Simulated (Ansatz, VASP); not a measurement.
## Fe: VASP beside Ansatz

Aim: how closely do two programs agree when they are given the same cell, functional and k mesh? The cell is taken from a series of VASP runs on this material, whose earlier steps may have relaxed, scaled or displaced it; both programs get it as it stands. Other levels of theory on this material are compared in a session of their own.

Main program and level: Ansatz 0.2.0; plane waves, with VASP 6.6.1 beside it; band structure at r2SCAN.

### Step 1. The starting structure

The structure is cubic, space group Im-3m (No. 229). Conventional cell: a = 2.857 Å, b = 2.857 Å, c = 2.857 Å, α = 90.00°, β = 90.00°, γ = 90.00°. Fe has 8 Fe at 2.47 Å nearest.

### Step 2. VASP: band structure, r2SCAN

With cell and atoms fixed, the geometry can't cause a difference; cores, projectors, grids and the points listed under the comparison can.

Lines of VASP's logs that name or quote its potential files are left out, and so is its time.

Contents of INCAR:

```
SYSTEM = Fe
PREC = Accurate
ENCUT = 400
EDIFF = 1E-06
NELM = 100
ISMEAR = 1
SIGMA = 0.2
LREAL = .FALSE.
ALGO = Normal
METAGGA = R2SCAN
LASPH = .TRUE.
NBANDS = 17
ISPIN = 2
MAGMOM = 2.677
LMAXMIX = 4
LORBIT = 11
LWAVE = .FALSE.
LCHARG = .FALSE.
KPAR = 4
```

Contents of POSCAR:

```
Fe
1.0
   -1.4284040398      1.4284040398      1.4284040398
    1.4284040398     -1.4284040398      1.4284040398
    1.4284040398      1.4284040398     -1.4284040398
Fe
1
Direct
    0.0000000000      0.0000000000      0.0000000000
```

Contents of KPOINTS:

```
Automatic mesh
0
Gamma
11 11 11
0 0 0
```

Contents of KPOINTS_OPT:

```
Line mode
16
Line-mode
Reciprocal
  0.00000000   0.00000000   0.00000000 GAMMA
  0.50000000  -0.50000000   0.50000000 H

  0.50000000  -0.50000000   0.50000000 H
  0.00000000   0.00000000   0.50000000 N

  0.00000000   0.00000000   0.50000000 N
  0.00000000   0.00000000   0.00000000 GAMMA

  0.00000000   0.00000000   0.00000000 GAMMA
  0.25000000   0.25000000   0.25000000 P

  0.25000000   0.25000000   0.25000000 P
  0.50000000  -0.50000000   0.50000000 H

  0.25000000   0.25000000   0.25000000 P
  0.00000000   0.00000000   0.50000000 N
```

Potentials, in the order of the species: Fe (PBE family, release 64).

On the command line:

```console
mpirun -np 4 vasp_std
```

Numbers of over 12 decimals in the logs are rounded to 6 here.

Log:

```text
[banner, memory and clock lines left out]
running    4 mpi-ranks, on    1 nodes
 distrk:  each k-point on    1 cores,    4 groups
 distr:  one band on    1 cores,    1 groups

 POSCAR found type information on POSCAR Fe
 POSCAR found :  1 types and       1 ions
|                                                                             |
|               ----> ADVICE to this user running VASP <----                  |
|                                                                             |
|     You enforced a specific xc type in the INCAR file but a different       |
|     [... a line on the potential file left out ...]
|     I HOPE YOU KNOW WHAT YOU ARE DOING!                                     |
|                                                                             |

 LDA part: xc-table for (None), standard interpolation
 POSCAR, INCAR and KPOINTS ok, starting setup
 FFT: planning ... GRIDC
 FFT: planning ... GRID_SOFT
 FFT: planning ... GRID
 WAVECAR not read
 entering main loop
       N       E                     dE             d eps       ncg     rms          rms(c)
DAV:   1     0.136532687295E+02    0.13653E+02   -0.30646E+03  4304   0.481E+02
DAV:   2    -0.148044275648E+02   -0.28458E+02   -0.26032E+02  4240   0.106E+02
DAV:   3    -0.157449391351E+02   -0.94051E+00   -0.93072E+00  4596   0.201E+01
DAV:   4    -0.157481344363E+02   -0.31953E-02   -0.31944E-02  4636   0.106E+00
DAV:   5    -0.157481451116E+02   -0.10675E-04   -0.10675E-04  4735   0.634E-02    0.118E+01
DAV:   6    -0.143591955943E+02    0.13889E+01   -0.13392E+01  5478   0.367E+01    0.755E+00
DAV:   7    -0.143379276838E+02    0.21268E-01   -0.13352E+00  4527   0.946E+00    0.468E+00
DAV:   8    -0.143695450976E+02   -0.31617E-01   -0.79486E-02  5272   0.150E+00    0.238E+00
DAV:   9    -0.143573836603E+02    0.12161E-01   -0.76742E-02  4820   0.145E+00    0.718E-01
DAV:  10    -0.143608508239E+02   -0.34672E-02   -0.44042E-02  4425   0.124E+00    0.259E-01
DAV:  11    -0.143629590844E+02   -0.21083E-02   -0.26010E-03  4368   0.348E-01    0.763E-02
DAV:  12    -0.143628986159E+02    0.60468E-04   -0.37862E-05  5082   0.472E-02    0.437E-02
DAV:  13    -0.143629419977E+02   -0.43382E-04   -0.66377E-05  4851   0.465E-02    0.113E-02
DAV:  14    -0.143629331890E+02    0.88087E-05   -0.13377E-06  3707   0.819E-03    0.254E-03
DAV:  15    -0.143629300563E+02    0.31327E-05   -0.16103E-07  2342   0.315E-03    0.866E-04
DAV:  16    -0.143629289445E+02    0.11117E-05   -0.13180E-08  2156   0.844E-04    0.252E-04
DAV:  17    -0.143629285392E+02    0.40531E-06   -0.34680E-09  2157   0.376E-04
   1 F= -.14362929E+02 E0= -.14363092E+02  d E =0.491836E-03  mag=     2.6078
 Start KPOINTS_OPT (optional k-point list driver)
k-point batch [1-56\96]
       N       E                     dE             ncg
DAV:   1     0.312022003079E+04   -0.11607E+05     4185
DAV:   2     0.152075409963E+04   -0.15995E+04     4183
DAV:   3     0.145826829098E+04   -0.62486E+02     4494
DAV:   4     0.145802087022E+04   -0.24742E+00     4605
DAV:   5     0.145802007841E+04   -0.79181E-03     4603
DAV:   6     0.145802007473E+04   -0.36801E-05     4400
DAV:   7     0.145802007469E+04   -0.41844E-07     3815
k-point batch [57-96\96]
       N       E                     dE             ncg
DAV:   1     0.369733806512E+04   -0.13319E+05     2960
DAV:   2     0.242216014662E+04   -0.12752E+04     2998
DAV:   3     0.238201333236E+04   -0.40147E+02     3450
DAV:   4     0.238186718976E+04   -0.14614E+00     3450
DAV:   5     0.238186665397E+04   -0.53580E-03     3592
DAV:   6     0.238186665109E+04   -0.28779E-05     3258
DAV:   7     0.238186665104E+04   -0.46943E-07     3004
```

Parts of OUTCAR (step 2):

```text
ion  position               nearest neighbor table
   1  0.000  0.000  0.000-

  LATTYP: Found a body centered cubic cell.
 ALAT       =     2.8568080796

 Subroutine GETGRP returns: Found 48 space group operations
 (whereof 48 operations were pure point group operations)

The static configuration has the point symmetry O_h .

 Found     56 irreducible k-points:

   k-points           NKPTS =     56   k-points in BZ     NKDIM =     56   number of bands    NBANDS=     17

   dimension x,y,z NGX =    16 NGY =   16 NGZ =   16
   dimension x,y,z NGXF=    32 NGYF=   32 NGZF=   32

   ENCUT  =  400.0 eV  29.40 Ry    5.42 a.u.   4.03  4.03  4.03*2*pi/ulx,y,z

   NELECT =       8.0000    total number of electrons

 k-points in reciprocal lattice and weights: Automatic mesh
   0.00000000  0.00000000  0.00000000       0.001
   0.09090909  0.00000000  0.00000000       0.009
   0.18181818  0.00000000  0.00000000       0.009
   0.27272727  0.00000000  0.00000000       0.009
   0.36363636  0.00000000  0.00000000       0.009
   0.45454545  0.00000000  0.00000000       0.009
   0.09090909  0.09090909  0.00000000       0.018
   0.18181818  0.09090909  0.00000000       0.036
   0.27272727  0.09090909  0.00000000       0.036
[...]
-0.45454545 -0.45454545  0.36363636       0.006
  -0.45454545  0.45454545  0.45454545       0.005

 average (electrostatic) potential at core
       1 -48.5097

 E-fermi :   5.5486

 spin component 1
 k-point     1 :       0.0000    0.0000    0.0000
  band No.  band energies     occupation
    ...
      2       2.5189      1.00000
      3       2.5192      1.00000
      4       2.5192      1.00000
      5       3.7332      1.00000
      6       3.7332      1.00000
      7      31.3221      0.00000
      8      31.3223      0.00000
      9      31.3223      0.00000
     10      36.2220      0.00000
     11      36.2220      0.00000
    ...

 k-point     2 :       0.0909    0.0000    0.0000
  band No.  band energies     occupation
    ...
      2       2.4344      1.00000
      3       2.5148      1.00000
      4       2.6948      1.00000
      5       3.6545      1.00000
      6       3.7400      1.00000
      7      29.0419      0.00000
      8      30.7034      0.00000
      9      30.9643      0.00000
     10      34.9621      0.00000
     11      35.3220      0.00000
    ...

 k-point     3 :       0.1818    0.0000    0.0000
  band No.  band energies     occupation
    ...
      2       2.2109      1.00000
      3       2.4740      1.00000
      4       3.1869      1.00000
      5       3.5479      1.00000
      6       3.7634      1.00000
      7      24.8249      0.00000
      8      28.8728      0.00000
      9      30.2933      0.00000
     10      31.8995      0.00000
     11      33.9569      0.00000
    ...

 k-point     4 :       0.2727    0.0000    0.0000
  band No.  band energies     occupation
    ...
      2       1.9279      1.00000
      3       2.6190      1.00000
      4       3.5930      1.00000
      5       3.8053      1.00000
      6       3.8802      1.00000
      7      20.3628      0.00000
      8      26.8813      0.00000
      9      29.2441      0.00000
     10      29.7177      0.00000
     11      33.2426      0.00000
    ...

 k-point     5 :       0.3636    0.0000    0.0000
  band No.  band energies     occupation
    ...
      2       1.6765      1.00000
      3       3.5743      1.00000
      4       3.8560      1.00000
      5       3.9818      1.00000
      6       4.5782      1.00000
      7      16.2234      0.00000
      8      25.3679      0.00000
      9      27.2236      0.00000
     10      29.3383      0.00000
     11      33.0260      0.00000
    ...

 k-point     6 :       0.4545    0.0000    0.0000
  band No.  band energies     occupation
      1       0.1950      1.00000
      2       1.5306      1.00000
      3       3.7619      1.00000
      4       3.8914      1.00000
      5       5.0275      1.00071
      6       5.7543     -0.02783
      7      13.1064      0.00000
      8      24.5634      0.00000
      9      26.1089      0.00000
     10      29.1544      0.00000
    ...

  Total       -0.0034856     -0.0034856     -0.0034856     -0.0000000     -0.0000000      0.0000000
  in kB       -0.4790429     -0.4790429     -0.4790429     -0.0000000     -0.0000000      0.0000000
  external PRESSURE =      -0.4790429 kB  Pullay stress =       0.0000000 kB

  energy-cutoff  :      400.00
  volume of cell :       11.66
      direct lattice vectors                 reciprocal lattice vectors
    -1.428404040  1.428404040  1.428404040     0.000000000  0.350041015  0.350041015
     1.428404040 -1.428404040  1.428404040     0.350041015  0.000000000  0.350041015
     1.428404040  1.428404040 -1.428404040     0.350041015  0.350041015  0.000000000

 POSITION                                       TOTAL-FORCE (eV/Angst)
 -----------------------------------------------------------------------------------
      0.00000      0.00000      0.00000         0.000000      0.000000      0.000000
 -----------------------------------------------------------------------------------
    total drift:                                0.000000      0.000000     -0.000000

  FREE ENERGIE OF THE ION-ELECTRON SYSTEM (eV)
  ---------------------------------------------------
  free  energy   TOTEN  =       -14.3629285392 eV

  energy  without entropy=      -14.3634203749  energy(sigma->0) =      -14.36309248

 total charge
# of ion       s       p       d       tot
------------------------------------------
    1        0.481   0.555   6.182   7.218

 magnetization (x)
# of ion       s       p       d       tot
------------------------------------------
    1       -0.014  -0.122   2.813   2.677

[... 6 further parts left out ...]
```

The run ends at a pressure of -0.05 GPa.

(Continued in part 2 of 2.)

[Lines on the potential files, build, host, timing and source positions are cut from VASP's logs without a mark.]

[Logs are printed without paths, hosts, clocks, repeated set-up lines and the standing remarks that a program may print on its own settings, such as how far it seeks lower states.]

[Hosts, paths, dates, database ids (printed as entryN), source tags and the programs' standing remarks are cut or masked in the printed files.]
